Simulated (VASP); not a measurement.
Data:

```yaml
crystal:
  lattice:
    - [2.73290, 0.00000, 0.00000]
    - [0.00000, 2.73290, 0.00000]
    - [0.00000, 0.00000, 2.73290]
  atoms:
    - { symbol: Pd, position: [0.00000, 0.00000, 0.00000] }
    - { symbol: C, position: [0.50000, 0.50000, 0.50000] }
```

Level of theory: PBEsol GGA, VASP's PBE PAW potentials (set 64) (plane waves; VASP). Numerical set-up: 520 eV cut-off, 12×12×12 Γ-centred mesh, first-order Methfessel-Paxton smearing of 0.10 eV, potentials Pd C.

Q: What does the run give for the energy per atom (σ→0), band gap (on the k-mesh) with the smallest direct gap where there is one?

A: 
| Item | Result |
|---|---|
| band gap (on the k-mesh) | none (metal, semimetal or under 0.01 eV) |
| energy per atom (σ→0) | -6.064 eV/atom |

Only differences to runs with the same potentials and settings are physical.

The structure was generated: PdC was put into the CsCl type type (Pm-3m), which need not be its known phase. It was relaxed first, which changed the volume by -7 %. The start is the result of an earlier pass.
